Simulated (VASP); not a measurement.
Computed with PBEsol GGA, VASP's PBE PAW potentials (set 64) (plane waves; VASP 6.6.1).

Input for VASP

**INCAR**
```
SYSTEM = PdIn
PREC = Normal
ENCUT = 400
EDIFF = 1E-5
NELM = 100
ALGO = Fast
LREAL = .FALSE.
LASPH = .TRUE.
ISMEAR = 1
SIGMA = 0.1
GGA = PS
LMAXMIX = 4
LWAVE = .FALSE.
LCHARG = .FALSE.
NELMIN = 4
IBRION = 2
ISIF = 2
NSW = 20
EDIFFG = -0.03
```

**POSCAR**
```
PdIn
1
    3.2500000000     0.0000000000     0.0000000000
    0.0000000000     3.2500000000     0.0000000000
    0.0000000000     0.0000000000     3.2500000000
In Pd
1 1
Direct
  0.5000000000   0.5000000000   0.5000000000
  0.0000000000   0.0000000000   0.0000000000
```

### KPOINTS
```
Automatic
0
G
 13 13 13
```

POTCAR, in this order: In_d Pd (PBE.64 set). Program: vasp_std.

Output

**OSZICAR**
```
       N       E                     dE             d eps       ncg     rms          rms(c)
DAV:   1     0.141758460336E+03    0.14176E+03   -0.99409E+03  2593   0.168E+03
DAV:   2    -0.424591421450E+01   -0.14600E+03   -0.14230E+03  2681   0.368E+02
DAV:   3    -0.101948048692E+02   -0.59489E+01   -0.58941E+01  3101   0.819E+01
DAV:   4    -0.102974940142E+02   -0.10269E+00   -0.10268E+00  3043   0.104E+01
DAV:   5    -0.103029175839E+02   -0.54236E-02   -0.54235E-02  3783   0.208E+00    0.719E+00
RMM:   6    -0.100548168078E+02    0.24810E+00   -0.61501E-01  2520   0.951E+00    0.340E+00
RMM:   7    -0.100092118788E+02    0.45605E-01   -0.95973E-02  2759   0.389E+00    0.159E+00
RMM:   8    -0.100001947194E+02    0.90172E-02   -0.31764E-02  2693   0.166E+00    0.404E-01
RMM:   9    -0.999952107385E+01    0.67365E-03   -0.81589E-03  2944   0.158E+00    0.145E-01
RMM:  10    -0.999968178084E+01   -0.16071E-03   -0.22493E-03  2597   0.499E-01    0.124E-01
RMM:  11    -0.999955216282E+01    0.12962E-03   -0.69506E-04  2901   0.456E-01    0.193E-02
RMM:  12    -0.999957743949E+01   -0.25277E-04   -0.28254E-04  3062   0.177E-01    0.487E-02
RMM:  13    -0.999958189610E+01   -0.44566E-05   -0.58524E-05  2208   0.796E-02
   1 F= -.99995819E+01 E0= -.99994519E+01  d E =-.999958E+01
```

**OUTCAR**
```
------------------------ aborting loop because EDIFF is reached ----------------------------------------
  FORCE on cell =-STRESS in cart. coord.  units (eV):
  Direction    XX          YY          ZZ          XY          YZ          ZX
  --------------------------------------------------------------------------------------
  Total       -0.0038483     -0.0038483     -0.0038483      0.0000000      0.0000000     -0.0000000
  in kB       -0.1796111     -0.1796111     -0.1796111      0.0000000      0.0000000     -0.0000000
  external PRESSURE =      -0.1796111 kB  Pullay stress =       0.0000000 kB
  volume of cell :       34.33
      direct lattice vectors                 reciprocal lattice vectors
     3.250000000  0.000000000  0.000000000     0.307692308  0.000000000  0.000000000
     0.000000000  3.250000000  0.000000000     0.000000000  0.307692308  0.000000000
     0.000000000  0.000000000  3.250000000     0.000000000  0.000000000  0.307692308
 POSITION                                       TOTAL-FORCE (eV/Angst)
 -----------------------------------------------------------------------------------
      1.62500      1.62500      1.62500         0.000000      0.000000      0.000000
      0.00000      0.00000      0.00000         0.000000      0.000000      0.000000
 -----------------------------------------------------------------------------------
    total drift:                                0.000000      0.000000      0.000000
  FREE ENERGIE OF THE ION-ELECTRON SYSTEM (eV)
  ---------------------------------------------------
  free  energy   TOTEN  =        -9.9995818961 eV

  energy  without entropy=       -9.9991918248  energy(sigma->0) =       -9.99945187

 reached required accuracy - stopping structural energy minimisation
```
(Selected blocks of OUTCAR.)

The compound is PdIn in the CsCl type structure. The cell was not relaxed at this level. The electron count is odd and the run is not spin-polarised, which forces a metal.
